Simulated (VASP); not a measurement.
**WSe$_{2}$: computed properties**

All values below come from r2SCAN meta-GGA, VASP's PBE PAW potentials (set 64) (plane waves; VASP).

```json
{
 "space_group": "P-6m2 (187)",
 "cell": "a = b = 3.316 Å, c = 16.650 Å, α = β = 90.00°, γ = 120.00°",
 "band gap (over mesh and band path)": "1.64 eV",
 "smallest direct gap (over mesh and band path)": "1.64 eV",
 "band_edge_character": "direct, K to K"
}
```

```
CELL_PARAMETERS angstrom
      3.31617     0.00000     0.00000
     -1.65809     2.87189     0.00000
      0.00000     0.00000    16.65011
ATOMIC_POSITIONS crystal
  W  0.00000 0.00000 0.00000
  Se 0.33333 0.66667 0.09984
  Se 0.33333 0.66667 0.90016
```

The cell holds vacuum, so volume and density refer to the whole cell. The cell holds a wide vacuum, so values per volume refer to the whole cell. Unless said otherwise, spin-orbit coupling is left out, though it shifts the bands of the heavy elements here.

The cell is a sheet with vacuum, built from a database entry that may be metastable or hypothetical.
